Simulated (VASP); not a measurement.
Output of a VASP run:

OSZICAR:
```
       N       E                     dE             d eps       ncg     rms          rms(c)
DAV:   1     0.111246117603E+03    0.11125E+03   -0.73616E+03    72   0.111E+03
DAV:   2    -0.872535591545E+01   -0.11997E+03   -0.11410E+03    84   0.317E+02
DAV:   3    -0.142162387291E+02   -0.54909E+01   -0.54745E+01    80   0.662E+01
DAV:   4    -0.143912030334E+02   -0.17496E+00   -0.17484E+00   112   0.114E+01
DAV:   5    -0.143927597760E+02   -0.15567E-02   -0.15567E-02    80   0.127E+00    0.871E+00
DAV:   6    -0.125054177907E+02    0.18873E+01   -0.96701E+00    72   0.239E+01    0.353E+00
DAV:   7    -0.125029429276E+02    0.24749E-02   -0.62940E-01   100   0.622E+00    0.186E+00
DAV:   8    -0.125057136976E+02   -0.27708E-02   -0.10415E-01    72   0.318E+00    0.474E-01
DAV:   9    -0.125030172991E+02    0.26964E-02   -0.37141E-02    80   0.140E+00    0.134E-01
DAV:  10    -0.125036233253E+02   -0.60603E-03   -0.28249E-03    72   0.472E-01    0.251E-02
DAV:  11    -0.125036640734E+02   -0.40748E-04   -0.43963E-04   100   0.155E-01    0.310E-02
DAV:  12    -0.125036524756E+02    0.11598E-04   -0.37146E-05    76   0.628E-02    0.109E-02
DAV:  13    -0.125036504932E+02    0.19823E-05   -0.11252E-05    80   0.256E-02    0.170E-03
DAV:  14    -0.125036507792E+02   -0.28596E-06   -0.16821E-07    40   0.484E-03
   1 F= -.12503651E+02 E0= -.12503651E+02  d E =-.648723E-10
```

### OUTCAR
```
------------------------ aborting loop because EDIFF is reached ----------------------------------------
  FORCE on cell =-STRESS in cart. coord.  units (eV):
  Direction    XX          YY          ZZ          XY          YZ          ZX
  --------------------------------------------------------------------------------------
  Total        0.0102738      0.0102738      0.0102738      0.0000000      0.0000000     -0.0000000
  in kB        0.5916541      0.5916541      0.5916541      0.0000000      0.0000000     -0.0000000
  external PRESSURE =       0.5916541 kB  Pullay stress =       0.0000000 kB
  volume of cell :       27.82
      direct lattice vectors                 reciprocal lattice vectors
     0.000000000  2.405000000  2.405000000    -0.207900208  0.207900208  0.207900208
     2.405000000  0.000000000  2.405000000     0.207900208 -0.207900208  0.207900208
     2.405000000  2.405000000  0.000000000     0.207900208  0.207900208 -0.207900208
  FREE ENERGIE OF THE ION-ELECTRON SYSTEM (eV)
  ---------------------------------------------------
  free  energy   TOTEN  =       -12.5036507792 eV

  energy  without entropy=      -12.5036507791  energy(sigma->0) =      -12.50365078
```
(Selected blocks of OUTCAR.)

### POSCAR
```
CaO
1
    0.0000000000     2.4050000000     2.4050000000
    2.4050000000     0.0000000000     2.4050000000
    2.4050000000     2.4050000000     0.0000000000
Ca O
1 1
Direct
  0.0000000000   0.0000000000   0.0000000000
  0.5000000000   0.5000000000   0.5000000000
```

Problem. Write an INCAR and KPOINTS that could have produced this output.

Solution. One answer among several that fit: the input of the run itself, PBE GGA, plane waves, VASP's PBE PAW potentials (set 64).

INCAR:
```
SYSTEM  =  CaO
PREC  =  Accurate; ENCUT  =  400; LREAL  =  F
LASPH  =  T
EDIFF  =  1E-6; NELM  =  100; ALGO  =  Normal
ISMEAR  =  -1; SIGMA  =  0.05
GGA  =  PE
ISIF  =  2
LWAVE  =  F; LCHARG  =  F
```

KPOINTS:
```
Automatic mesh
0
Gamma
2 2 2
0 0 0
```

POTCAR, in this order: Ca_sv O (PBE.64 set). Program: vasp_std.

At this cut-off the stress carries a Pulay error, which pulls relaxed volumes low.

The structure is a typed CaO crystal (Fm-3m). The cell was not relaxed at this level. The k-mesh is coarse (spacing up to 1.13 per Å, 2π included), so the numbers may not be converged in it. The run is one of a series of settings (KPOINTS 2×2×2 Γ-centred mesh against the base run), some of them coarse on purpose.
